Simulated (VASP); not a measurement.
An input for Quantum ESPRESSO's pw.x (written as the equivalent of a VASP run, and not itself run):

```
&CONTROL
  calculation = 'scf'
  pseudo_dir = './pseudo'
  outdir = './out'
  tprnfor = .true.
  tstress = .true.
/
&SYSTEM
  ibrav = 0
  nat = 2
  ntyp = 2
  ecutwfc = 72
  occupations = 'tetrahedra'
  input_dft = 'pbe'
/
&ELECTRONS
  conv_thr = 7.3e-09
  electron_maxstep = 100
/
ATOMIC_SPECIES
  Y 88.906 Y.upf
  Si 28.085 Si.upf
CELL_PARAMETERS angstrom
     0.0000000    2.9068873    2.9068873
     2.9068873    0.0000000    2.9068873
     2.9068873    2.9068873    0.0000000
ATOMIC_POSITIONS crystal
  Y    0.0000000  0.0000000  0.0000000
  Si   0.5000000  0.5000000  0.5000000
K_POINTS automatic
  12 12 12 0 0 0
```

**Question.** Translate this input to VASP (INCAR, KPOINTS, POSCAR, choice of POTCAR).

**Answer.** Several could match; the one computed here: 
**POSCAR**
```
YSi
2.9068870
  0.0000000000   1.0000001186   1.0000001186
  1.0000001186   0.0000000000   1.0000001186
  1.0000001186   1.0000001186   0.0000000000
Y Si
1 1
Cartesian
  0.0000000000   0.0000000000   0.0000000000
  1.0000001186   1.0000001186   1.0000001186
```

File KPOINTS:
```
Automatic mesh
0
Gamma
12 12 12
0 0 0
```

**INCAR**
```
# general
SYSTEM  = YSi
PREC    = Accurate
ENCUT   = 400   # plane-wave cut-off (eV)
LREAL   = .FALSE.   # projection in real space or not
LASPH   = .TRUE.   # aspherical one-centre terms

# electronic loop
EDIFF   = 1E-7
NELM    = 100   # most electronic steps
ALGO    = Normal   # blocked Davidson
LMAXMIX = 4   # l cut-off of mixed one-centre charges

# smearing
ISMEAR  = -5   # tetrahedra, Bloechl

# functional
GGA     = PE   # PBE

# ions
ISIF    = 2

# output
LWAVE   = .FALSE.
LCHARG  = .TRUE.
LORBIT  = 11   # lm-projected
NEDOS   = 601   # DOS grid
```

POTCAR, in this order: Y_sv Si (PBE.64 set). Program: vasp_std.

The two are equivalent in intent, not identical: the potentials are each code's own (VASP's PAW set, PseudoDojo norm-conserving files in pw.x), so ENCUT and ecutwfc are chosen apart and not converted; conv_thr bounds pw.x's estimated SCF error, while EDIFF bounds the energy change between steps.

The structure was generated: YSi was put into the rock salt type (Fm-3m), which need not be its known phase. It was relaxed first, which changed the volume by -28 %.
